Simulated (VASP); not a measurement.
VASP runs on BW (space group Fm-3m) share one base input (PBE GGA, plane waves, VASP's PBE PAW potentials (set 64)) and change the settings named in each case.

**KPOINTS**
```
kpoints
0
G
 6 6 6
```

**POSCAR**
```
BW
1
    0.0000000000     2.3835930000     2.3835930000
    2.3835930000     0.0000000000     2.3835930000
    2.3835930000     2.3835930000     0.0000000000
B W
1 1
Direct
  0.0000000000   0.0000000000   0.0000000000
  0.5000000000   0.5000000000   0.5000000000
```

### INCAR
```
SYSTEM = BW
PREC = Accurate; ENCUT = 400; LREAL = .False.
LASPH = .True.
EDIFF = 1E-6; NELM = 100; ALGO = Normal
LMAXMIX = 6
ISMEAR = -1; SIGMA = 0.1
GGA = PE
ISIF = 2
LWAVE = .False.; LCHARG = .False.
```

POTCAR, in this order: B W_sv (PBE.64 set). Program: vasp_std.

```tsv
change	E(σ→0) (eV/atom)	pressure (GPa)	−TS (eV)
base run	-9.6381	-38.94	-0.0354
GGA = PS	-10.1595	-43.86	-0.0359
GGA_COMPAT = .FALSE., LNONCOLLINEAR = .TRUE., LSORBIT = .TRUE., MAGMOM = 0.0 0.0 0.0 0.0 0.0 0.0, program vasp_ncl	-10.0237	-38.43	-0.0378
KPOINTS 1×1×1 Γ-centred mesh	-3.2305	13.53	-0.4478
```
 Energies of different potentials or functionals have different zeros.  Unless said otherwise, spin-orbit coupling is left out, though it shifts the bands of the heavy elements here. At 400 eV the pressure can carry a Pulay error.

Left out are runs that ran out of time, are held back, or changed the cell or the kind of run, fixed moments of cells without a moment, rows past the twelfth, gaps on odd meshes, pressures of charged cells and columns that move by less than the noise.

The structure was generated: BW was put into an ordered model structure, which need not be its known phase. The cell was not relaxed at this level.
